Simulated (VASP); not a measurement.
Here is a VASP 6.6.1 calculation.

The input INCAR:

```
PREC = Accurate ; ENCUT = 520
EDIFF = 1E-6 ; ISMEAR = -1
SIGMA = 0.05 ; LREAL = Auto
LASPH = T ; NELM = 100
ALGO = Normal ; ISIF = 2
LWAVE = F ; LCHARG = F
GGA = PE ; NBANDS = 75
```

The input KPOINTS:

```
Automatic mesh
0
Gamma
  1 1 1
```

Contents of POSCAR:

```
H2CSO
1.0
    8.7850300000      0.0000000000      0.0000000000
    0.0000000000      8.7850300000      0.0000000000
    0.0000000000      0.0000000000      8.7850300000
H O C S
12 6 6 6
Direct
    0.5263157895      0.7957514089      0.6905497192
    0.4737604766      0.8442657566      0.7501738753
    0.7809421254      0.1280018395      0.2539661219
    0.7754327532      0.0757538677      0.1890944026
    0.2055769872      0.5632194768      0.0704949215
    0.2772215917      0.6042551932      0.0360385793
    0.9112433310     -0.0642684203      0.4924172143
    0.8391206405     -0.1158561781      0.4936124293
    0.7524504754      0.7323139477      0.4519164989
    0.7910729958      0.6535208189      0.4841531560
    0.2871931001      0.8840379600      0.0837561169
    0.2623781592      0.9095814129      0.1717922420
    1.1000076266      0.7135547630      0.7588363386
    0.5029692557      0.0863172920      0.2857702250
    0.6836402380      0.3824005154      0.1249284294
    0.1501645413      0.0759132297      0.8776748628
    0.7304471356      0.3633681388      0.5023204246
    0.2641539073      0.7670093329      0.4939197703
    0.9817496355      0.7445051411      0.8028544012
    0.4384731754      0.1262716234      0.3934306428
    0.8123705895      0.4175170717      0.1309955686
    0.2547515489      0.1543648684      0.8955347904
    0.8098321804      0.3376539409      0.6064976443
    0.3539316314      0.6877381181      0.4365494483
    0.8124958025      0.7770832883      0.8611695122
    0.3578132346      0.1445641051      0.5479776392
    0.9763085613      0.4850524130      0.1392710099
    0.4142729165      0.2356964063      0.9117783320
    0.9209074983      0.3014218506      0.7367533179
    0.4486723437      0.5600550027      0.3579839796
```

Potentials or basis: VASP PAW PBE potentials, release 64 (H, O, C, S).

Command:

```sh
$ cat potpaw_PBE.64/H/POTCAR potpaw_PBE.64/O/POTCAR potpaw_PBE.64/C/POTCAR potpaw_PBE.64/S/POTCAR > POTCAR
$ mpirun -np 1 vasp_gam > vasp.out
```

Predict the largest force.

4.761 eV/Å.

Predict the band gap on the k mesh.

4.50 eV, direct.

Predict the pressure.

1.1 GPa.

Stress tensor (GPa, compression positive):
```
 1.43 -0.01 -0.03
-0.01  0.54  0.16
-0.03  0.16  1.30
```

Caveat: the standard files for N, O and F lose accuracy on very short bonds. As with any semilocal functional, this PBE gap is likely too small.
